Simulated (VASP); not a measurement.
Computed with PBE GGA, VASP's PBE PAW potentials (set 64) (plane waves; VASP).

Input for VASP

File POSCAR:
```
Cr
1
    2.8800000000     0.0000000000     0.0000000000
    0.0000000000     2.8800000000     0.0000000000
    0.0000000000     0.0000000000     2.8800000000
Cr
2
Direct
  0.0000000000   0.0000000000   0.0000000000
  0.5000000000   0.5000000000   0.5000000000
```

INCAR:
```
LASPH = .True.   ! aspherical one-centre terms
ALGO = Normal
LCHARG = .False.
ISIF = 2
ENCUT = 400
GGA = PE
MAGMOM = 1.5 -1.5
SIGMA = 0.1
SYSTEM = Cr
NELM = 100
PREC = Accurate
KSPACING = 0.16
LREAL = .False.
LMAXMIX = 4
LORBIT = 10
ISPIN = 2   ! spin-polarised
EDIFF = 1E-6   ! SCF stop (eV)
LWAVE = .False.
KGAMMA = .True.
ISMEAR = 1   ! Methfessel-Paxton
```

POTCAR, in this order: Cr_pv (PBE.64 set). Program: vasp_std.

The resulting files:

**OUTCAR**
```
 ion  position               nearest neighbor table
   1  0.000  0.000  0.000-   2 2.49   2 2.49   2 2.49   2 2.49   2 2.49   2 2.49   2 2.49   2 2.49
  LATTYP: Found a simple cubic cell.
 ALAT       =     2.8800000000
 Subroutine PRICEL returns following result:
  LATTYP: Found a body centered cubic cell.
 ALAT       =     2.8800000000
 Subroutine GETGRP returns: Found 48 space group operations
The static configuration has the point symmetry O_h .
The dynamic configuration has the point symmetry O_h .
The overall configuration has the point symmetry O_h .
 Subroutine INISYM returns: Found 48 space group operations
 Subroutine IBZKPT returns following result:
 Found    120 irreducible k-points:

 Following reciprocal coordinates:
            Coordinates               Weight
  0.000000  0.000000  0.000000      1.000000
  0.071429  0.000000  0.000000      6.000000
  0.142857  0.000000  0.000000      6.000000
  0.214286  0.000000  0.000000      6.000000
  0.285714  0.000000  0.000000      6.000000
  0.357143  0.000000  0.000000      6.000000
  0.428571  0.000000  0.000000      6.000000
  0.500000  0.000000  0.000000      3.000000
...
```

File OSZICAR:
```
       N       E                     dE             d eps       ncg     rms          rms(c)
DAV:   1     0.198814976985E+03    0.19881E+03   -0.12627E+04  7824   0.153E+03
DAV:   2    -0.151474476895E+02   -0.21396E+03   -0.21229E+03  8192   0.454E+02
DAV:   3    -0.220865522595E+02   -0.69391E+01   -0.68986E+01  9960   0.934E+01
DAV:   4    -0.221799461932E+02   -0.93394E-01   -0.93347E-01  9352   0.109E+01
DAV:   5    -0.221822942549E+02   -0.23481E-02   -0.23480E-02 10408   0.136E+00    0.183E+01
DAV:   6    -0.190273010763E+02    0.31550E+01   -0.19459E+01  8464   0.525E+01    0.505E+00
DAV:   7    -0.190532281495E+02   -0.25927E-01   -0.31264E-01  8496   0.777E+00    0.293E+00
DAV:   8    -0.190550014069E+02   -0.17733E-02   -0.29235E-02  9984   0.166E+00    0.113E+00
DAV:   9    -0.190528549806E+02    0.21464E-02   -0.66818E-02  9368   0.184E+00    0.389E-01
DAV:  10    -0.190542489241E+02   -0.13939E-02   -0.45538E-03 11176   0.601E-01    0.235E-01
DAV:  11    -0.190553314020E+02   -0.10825E-02   -0.20154E-02  9928   0.791E-01    0.135E-01
DAV:  12    -0.190555534951E+02   -0.22209E-03   -0.41883E-03  9424   0.419E-01    0.552E-02
DAV:  13    -0.190555853049E+02   -0.31810E-04   -0.11819E-04  8792   0.121E-01    0.335E-02
DAV:  14    -0.190555981246E+02   -0.12820E-04   -0.42106E-05  9808   0.377E-02    0.197E-02
DAV:  15    -0.190556028887E+02   -0.47641E-05   -0.17693E-04  9872   0.782E-02    0.351E-03
DAV:  16    -0.190556032827E+02   -0.39404E-06   -0.41244E-06  7776   0.161E-02
   1 F= -.19055603E+02 E0= -.19055626E+02  d E =0.690592E-04  mag=     0.0000
```

File OUTCAR:
```
------------------------ aborting loop because EDIFF is reached ----------------------------------------
  FORCE on cell =-STRESS in cart. coord.  units (eV):
  Direction    XX          YY          ZZ          XY          YZ          ZX
  --------------------------------------------------------------------------------------
  Total       -0.6199888     -0.6199888     -0.6199888     -0.0000000      0.0000000     -0.0000000
  in kB      -41.5831105    -41.5831105    -41.5831105     -0.0000000      0.0000000     -0.0000000
  external PRESSURE =     -41.5831105 kB  Pullay stress =       0.0000000 kB
  volume of cell :       23.89
      direct lattice vectors                 reciprocal lattice vectors
     2.880000000  0.000000000  0.000000000     0.347222222  0.000000000  0.000000000
     0.000000000  2.880000000  0.000000000     0.000000000  0.347222222  0.000000000
     0.000000000  0.000000000  2.880000000     0.000000000  0.000000000  0.347222222
 POSITION                                       TOTAL-FORCE (eV/Angst)
 -----------------------------------------------------------------------------------
      0.00000      0.00000      0.00000         0.000000      0.000000      0.000000
      1.44000      1.44000      1.44000        -0.000000     -0.000000      0.000000
 -----------------------------------------------------------------------------------
    total drift:                               -0.000000      0.000000      0.000000
  FREE ENERGIE OF THE ION-ELECTRON SYSTEM (eV)
  ---------------------------------------------------
  free  energy   TOTEN  =       -19.0556032827 eV

  energy  without entropy=      -19.0556723419  energy(sigma->0) =      -19.05562630

 total charge

# of ion       s       p       d       tot
------------------------------------------
    1        0.428   6.384   4.179  10.990
    2        0.428   6.384   4.179  10.990
--------------------------------------------------
tot          0.856  12.768   8.357  21.981

 magnetization (x)

# of ion       s       p       d       tot
------------------------------------------
    1        0.015   0.010   1.179   1.204
    2       -0.015  -0.010  -1.179  -1.204
--------------------------------------------------
tot         -0.000   0.000   0.000  -0.000
```
(Selected blocks of OUTCAR.)

The compound is Cr in the bcc, AFM order structure. The cell was not relaxed at this level. The run is one of a series of settings (KGAMMA = .TRUE., KSPACING = 0.16, KPOINTS file removed against the base run), some of them coarse on purpose.
